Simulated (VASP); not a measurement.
Sr:

```
Sr
1.0
     0.00000    3.03360    3.03360
     3.03360    0.00000    3.03360
     3.03360    3.03360    0.00000
Sr
1
Direct
  0.00000 0.00000 0.00000
```

- Program: VASP 6.6.1
- Task: relaxation of cell and atoms
- Functional: RPBE
- Potentials or basis: VASP PAW PBE potentials, release 64 (Sr_sv)
- Cutoff: 600 eV
- k mesh: 12 × 12 × 12
- Occupations: gaussian, width 0.1 eV
- Spin: no spin polarisation

At the start: pressure 0.5 GPa; volume 55.83 Å³/atom.

Where does the relaxation end?

Over 4 steps the energy falls by 3.8 meV/atom and the volume is 58.36 Å³/atom (+4.5 %); space group Fm-3m (No. 225, to 0.05 Å).

Step by step:
| step | energy change (eV) | largest force (eV/Å) | pressure (GPa) | volume (Å³) |
| --- | --- | --- | --- | --- |
| 1 | 0.0000 | 0.0000 | 0.50 | 55.83 |
| 2 | -0.0031 | 0.0000 | 0.21 | 57.25 |
| 3 | -0.0038 | 0.0000 | -0.02 | 58.45 |
| 4 | -0.0038 | 0.0000 | 0.00 | 58.36 |

Final structure:
```yaml
crystal:
  lattice:
    - [0.00000, 3.07872, 3.07872]
    - [3.07872, 0.00000, 3.07872]
    - [3.07872, 3.07872, 0.00000]
  atoms:
    - { symbol: Sr, position: [0.00000, 0.00000, 0.00000] }
```

Caveat: the PAW data sets were made with another functional, which shifts forces and pressure a little.
